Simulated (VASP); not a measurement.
# SiC (Moissanite 3C): accuracy against cost in the smearing and SCF threshold, part 3 of 3

How sensitive are energy and pressure of SiC (Moissanite 3C) to the smearing and SCF threshold? The series runs use PBE. The start is a cell from a database of measured crystal structures.

VASP 6.6.1; PBE; plane waves and PAW (Si, C).

So far. Step 15 (SCF threshold: EDIFF = 0.001): Against the run before the energy moves by -0.10 meV an atom and the pressure by -0.34 GPa, after 9 cycles in 2.4 s. Step 16 (SCF threshold: EDIFF = 1E-04): Against the run before the energy moves by -0.06 meV an atom and the pressure by +0.01 GPa, after 11 cycles in 2.8 s.

## 17. SCF threshold: EDIFF = 1E-05

File INCAR:

```
SYSTEM = SiC
PREC = Accurate
ENCUT = 520
EDIFF = 1E-05
NELM = 100
ISMEAR = -1
SIGMA = 0.05
LREAL = .FALSE.
ALGO = Normal
GGA = PE
NBANDS = 10
LORBIT = 11
LWAVE = .FALSE.
LCHARG = .FALSE.
KPAR = 2
ISIF = 2
```

File POSCAR:

```
SiC
1.0
    0.0000000000      2.1790000000      2.1790000000
    2.1790000000      0.0000000000      2.1790000000
    2.1790000000      2.1790000000      0.0000000000
Si C
1 1
Direct
    0.0000000000      0.0000000000      0.0000000000
    0.2500000000      0.2500000000      0.2500000000
```

File KPOINTS:

```
Automatic mesh
0
Gamma
9 9 9
0 0 0
```

The projector-augmented-wave data sets are Si and C (PBE family, release 64).

Launch:

```sh
$ mpirun -np 2 vasp_std
```

The log of the run:

```text
[... set-up lines as in an earlier step ...]
 entering main loop
       N       E                     dE             d eps       ncg     rms          rms(c)
[... 9 cycles as in an earlier step ...]
DAV:  10    -0.150574414974E+02   -0.10706E-03   -0.20980E-04   768   0.969E-02    0.244E-02
DAV:  11    -0.150574436653E+02   -0.21678E-05   -0.37756E-05   756   0.344E-02
   1 F= -.15057444E+02 E0= -.15057444E+02  d E =-.735286E-08
```

The job ended after 2.8 s (2 MPI ranks of AMD EPYC 9R14 (Zen 4), shared host; peak memory 0.21 GiB; 4.4 s of CPU time).

From OUTCAR (step 17):

```text
  Total        0.4178068      0.4178068      0.4178068     -0.0000000      0.0000000     -0.0000000
  in kB       32.3507502     32.3507502     32.3507502     -0.0000000      0.0000000     -0.0000000
  external PRESSURE =      32.3507502 kB  Pullay stress =       0.0000000 kB

  FREE ENERGIE OF THE ION-ELECTRON SYSTEM (eV)
  ---------------------------------------------------
  free  energy   TOTEN  =       -15.0574436653 eV

  energy  without entropy=      -15.0574436579  energy(sigma->0) =      -15.05744366

[... 3 parts as in an earlier step ...]

[... 1 further part left out ...]
[key lines of the parts left out:]
E-fermi :   8.8527
```

Against the run before the energy stays within 0.01 meV an atom; the pressure moves by +0.01 GPa, after 11 cycles in 2.8 s.

## 18. SCF threshold: EDIFF = 1E-06

INCAR: that of step 17 with these lines changed.

```diff
@@ -3,3 +3,3 @@
 ENCUT = 520
-EDIFF = 1E-05
+EDIFF = 1E-06
 NELM = 100
```

POSCAR is that of step 17.

KPOINTS is that of step 17.

Launch:

```sh
$ mpirun -np 2 vasp_std
```

The log of the run:

```text
[... set-up lines as in an earlier step ...]
 entering main loop
       N       E                     dE             d eps       ncg     rms          rms(c)
[... 12 cycles as in an earlier step ...]
   1 F= -.15057444E+02 E0= -.15057444E+02  d E =-.739779E-08
```

Run time: 3 s. Hardware: 2 MPI ranks; peak memory 0.21 GiB; 4.7 s of CPU time.

From OUTCAR (step 18):

```text
[... 6 parts as in an earlier step ...]

[... 1 further part left out ...]
[key lines of the parts left out:]
E-fermi :   8.8538
```

Against the run before the energy stays within 0.01 meV an atom; the pressure moves by -0.02 GPa, after 12 cycles in 3 s.

## 19. SCF threshold: EDIFF = 1E-08

INCAR: that of step 18 with these lines changed.

```diff
@@ -3,3 +3,3 @@
 ENCUT = 520
-EDIFF = 1E-06
+EDIFF = 1E-08
 NELM = 100
```

POSCAR is that of step 18.

KPOINTS is that of step 18.

Launch:

```sh
$ mpirun -np 2 vasp_std
```

The log of the run:

```text
[... set-up lines as in an earlier step ...]
 entering main loop
       N       E                     dE             d eps       ncg     rms          rms(c)
[... 11 cycles as in an earlier step ...]
DAV:  12    -0.150574440645E+02   -0.39890E-06   -0.15043E-06   750   0.828E-03    0.100E-03
DAV:  13    -0.150574441071E+02   -0.42643E-07   -0.73808E-08   780   0.209E-03    0.106E-03
DAV:  14    -0.150574440941E+02    0.13036E-07   -0.60316E-09   462   0.565E-04    0.370E-04
DAV:  15    -0.150574440953E+02   -0.11518E-08   -0.67826E-10   362   0.202E-04
   1 F= -.15057444E+02 E0= -.15057444E+02  d E =-.739607E-08
```

Wall time 3.4 s (2 MPI ranks); peak memory 0.21 GiB.

OUTCAR, selected parts (step 19):

```text
  Total        0.4148686      0.4148686      0.4148686      0.0000000      0.0000000      0.0000000
  in kB       32.1232479     32.1232479     32.1232479      0.0000000      0.0000000      0.0000000
  external PRESSURE =      32.1232479 kB  Pullay stress =       0.0000000 kB

  FREE ENERGIE OF THE ION-ELECTRON SYSTEM (eV)
  ---------------------------------------------------
  free  energy   TOTEN  =       -15.0574440953 eV

  energy  without entropy=      -15.0574440879  energy(sigma->0) =      -15.05744409

[... 3 parts as in an earlier step ...]

[... 1 further part left out ...]
[key lines of the parts left out:]
E-fermi :   8.8539
```

Against the run before the energy stays within 0.01 meV an atom and the pressure within 0.01 GPa, after 15 cycles in 3.4 s.

## 20. The SCF threshold series as a table

This step: convergence of PBE results with the threshold; plane waves and PAW (VASP 6.6.1).

No new run; the numbers come from the runs before.

Differences are taken from the run with EDIFF = 1E-08. Results of the series, by row:

```tsv
setting	status	energy less the reference (meV/atom)	pressure (GPa)	gap (eV)	SCF cycles	wall time (s)
EDIFF = 0.01	converged	0.1587	3.558	1.52	8	2.2
EDIFF = 0.001	converged	0.05801	3.215	1.498	9	2.4
EDIFF = 1E-04	converged	3.00e-4	3.229	1.503	11	2.8
EDIFF = 1E-05	converged	2.15e-4	3.235	1.503	11	2.8
EDIFF = 1E-06	converged	1.50e-5	3.217	1.502	12	3
EDIFF = 1E-08	converged	0	3.212	1.502	15	3.4
```

## 21. Results

```yaml
spread_of_the_pressure_over_the_smearing: 0.0513 GPa
spread_of_the_energy_over_the_smearing: 11.2 meV/atom
scf_threshold_from_which_the_energy_stays_within_10_mev_atom_of_the_reference: EDIFF = 0.01
scf_threshold_from_which_the_energy_stays_within_1_mev_atom_of_the_reference: EDIFF = 0.01
scf_threshold_from_which_the_pressure_stays_within_0p2_gpa_of_the_reference: EDIFF = 0.001
spread_of_the_pressure_over_the_scf_threshold: 0.346 GPa
spread_of_the_energy_over_the_scf_threshold: 0.159 meV/atom
```

**Reading.** The usual rule keeps the entropy term T·S under 1 meV an atom, which holds up to a width of 0.2 eV for Fermi-Dirac and 0.5 eV for second-order Methfessel-Paxton. Farthest in energy from the narrowest smearing lies ISMEAR = -1, SIGMA = 0.5 (+11.2 meV an atom, +0.05 GPa). Methfessel-Paxton smearing is made for metals and can give negative occupations at band edges. From EDIFF = 0.01 on, the energy stays within 1 meV an atom of the reference, at 65 % of its time. The pressure holds within 0.2 GPa from EDIFF = 0.001 on. The loosest stop saves 7 of 15 cycles and costs +0.2 meV an atom, +0.35 GPa. Forces vanish by symmetry in this cell, so the series can't test them.

[Lines on the potential files, build, host, timing and source positions are cut from VASP's logs without a mark.]

[Logs are printed without paths, hosts, clocks, repeated set-up lines and the standing remarks that a program may print on its own settings, such as how far it seeks lower states.]

[Hosts, paths, dates, database ids (printed as entryN), source tags and the programs' standing remarks are cut or masked in the printed files.]

[A measured line is paired with the nearest computed mode of its activity, which favours agreement.]
